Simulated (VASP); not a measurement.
Here is the system:

```xyz
4
Lattice="3.2810 0.0000 0.0000 0.0000 5.3225 0.0000 0.0000 0.0000 5.7215" Properties=species:S:1:pos:R:3 pbc="T T T"
Mg     0.0000     2.6612     3.7992
Sn     0.0000     0.0000     5.6858
Sn     1.6405     0.0000     2.8955
Sn     1.6405     2.6612     0.9697
```

Method: PBEsol GGA, VASP's PBE PAW potentials (set 64) (plane waves; VASP 6.6.1). Settings: 400 eV cut-off, Gaussian smearing of 0.050 eV, potentials Mg Sn_d.

**Question.** Give the energies of bands 16 to 25 at the high-symmetry points, in eV from the Fermi level.

**Answer.** 
```json
[
 {"band": "16", "Γ": "-10.99", "X": "-7.70", "S": "-6.62", "Y": "-10.10", "Z": "-10.23", "U": "-7.11", "R": "-5.97", "T": "-8.99"},
 {"band": "17", "Γ": "-7.05", "X": "-7.07", "S": "-6.47", "Y": "-9.06", "Z": "-9.30", "U": "-6.54", "R": "-5.97", "T": "-8.81"},
 {"band": "18", "Γ": "-6.20", "X": "-4.33", "S": "-6.21", "Y": "-6.01", "Z": "-5.48", "U": "-5.79", "R": "-5.94", "T": "-8.75"},
 {"band": "19", "Γ": "-4.34", "X": "-2.16", "S": "-4.25", "Y": "-4.21", "Z": "-3.57", "U": "-4.57", "R": "-4.38", "T": "-5.66"},
 {"band": "20", "Γ": "-4.06", "X": "-2.12", "S": "-1.99", "Y": "-3.52", "Z": "-2.77", "U": "-1.85", "R": "-3.94", "T": "0.78"},
 {"band": "21", "Γ": "-0.57", "X": "-2.06", "S": "-1.74", "Y": "-2.70", "Z": "-2.46", "U": "-1.09", "R": "-3.91", "T": "1.15"},
 {"band": "22", "Γ": "-0.23", "X": "-1.18", "S": "-0.86", "Y": "2.14", "Z": "0.34", "U": "-0.71", "R": "-2.71", "T": "1.48"},
 {"band": "23", "Γ": "0.35", "X": "-0.45", "S": "-0.47", "Y": "2.22", "Z": "0.73", "U": "-0.02", "R": "-1.07", "T": "2.52"},
 {"band": "24", "Γ": "1.80", "X": "-0.26", "S": "-0.12", "Y": "3.79", "Z": "3.69", "U": "0.04", "R": "3.65", "T": "2.79"},
 {"band": "25", "Γ": "2.88", "X": "-0.20", "S": "0.41", "Y": "4.89", "Z": "4.65", "U": "1.29", "R": "3.67", "T": "3.35"}
]
```

It has no gap at this level: it comes out as a metal or semimetal.

The structure comes from a computed database's MgSn3 entry (Pmm2); how it stands against other phases isn't given here. It was relaxed first.
